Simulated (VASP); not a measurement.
PmHf: single point with PBE

Crystal: PmHf.

```
Hf Pm
1.0
     3.37466    0.00000    0.00000
    -1.68733    2.92254    0.00000
     0.00000    0.00000    5.55276
Hf Pm
1 1
Direct
  0.32411 0.64411 0.49900
  0.96886 0.98309 0.99813
```

The cell comes from a database or a generator and needn't be the stable form of this composition.

The cell isn't the ideal one: atoms moved at random, drawn with an rms of 0.05 Å.

```json
{
  "Program": "VASP 6.6.1",
  "Task": "single point",
  "Functional": "PBE",
  "Potentials or basis": "VASP PAW PBE potentials, release 64 (Hf_pv, Pm)",
  "Cutoff": "520 eV",
  "k mesh": "9 × 9 × 5",
  "Occupations": "fermi-dirac, width 0.05 eV",
  "Spin": "collinear spin, ferromagnetic start",
  "Starting moments": "[0.0, 4.0] μB"
}
```

| Item | Value |
| --- | --- |
| Pressure | -2.4 GPa |
| Largest force | 0.099 eV/Å |
| Band gap on the k mesh | none (metal or under the smearing width) |
| Net moment | 5.13 μB per cell |
| Site moments | Hf +0.06; Pm +4.50 μB |
| Valence electrons inside the program's atomic spheres | Hf 8.07; Pm 12.48 |

Forces in eV/Å, atoms in the order of the input:
```
Hf  -0.096  0.016 -0.016
Pm   0.096 -0.016  0.016
```

Stress tensor (GPa, compression positive):
```
-3.12  0.38  0.01
 0.38 -2.97  0.00
 0.01  0.00 -1.04
```

Levels at points of the mesh, in eV from the Fermi level:
Spin up:
| k point | band 13 | band 14 | band 15 | band 16 | band 17 | band 18 |
| --- | --- | --- | --- | --- | --- | --- |
| (0.00, 0.00, 0.00) | -0.24 | -0.11 | -0.10 | 0.09 | 1.41 | 1.47 |
Spin down:
```tsv
k point	band 6	band 7	band 8	band 9	band 10	band 11	band 12	band 13	band 14	band 15
(0.00, 0.00, 0.00)	-16.49	-16.49	-5.44	-1.67	1.44	1.45	1.77	1.81	2.45	2.46
```

Run time: 9.6 min on 1 thread of Intel(R) Xeon(R) 6975P-C (Granite Rapids), with other jobs on the host, peak memory 0.56 GiB.

Caveat: the magnetic or orbital state may not be the lowest; without U or exact exchange the open f shell lies at the Fermi level, which spoils levels, moments and volumes. Spin-orbit coupling is left out, which matters for the levels of Hf, Pm.
